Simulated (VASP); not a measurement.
Consider the following.

```yaml
crystal:
  lattice:
    - [2.94575, 0.00000, 0.00000]
    - [0.00000, 2.94575, 0.00000]
    - [0.00000, 0.00000, 2.94575]
  atoms:
    - { symbol: Ru, position: [0.00000, 0.00000, 0.00000] }
    - { symbol: S, position: [0.50000, 0.50000, 0.50000] }
```

The numbers are results of PBEsol GGA, VASP's PBE PAW potentials (set 64) (plane waves; VASP 6.6.1), not measurements. Numerical set-up: 400 eV cut-off, Gaussian smearing of 0.050 eV, potentials Ru_pv S.

Question: Predict the band gap (along the path) with the smallest direct gap where there is one.

Answer: 
band gap (along the path): none (metal, semimetal or under 0.01 eV)

The absolute energy has meaning only against runs of the same code, potentials and settings.

The structure was generated: RuS was put into the CsCl type type (Pm-3m), which need not be its known phase. It was relaxed first, which changed the volume by -26 %.
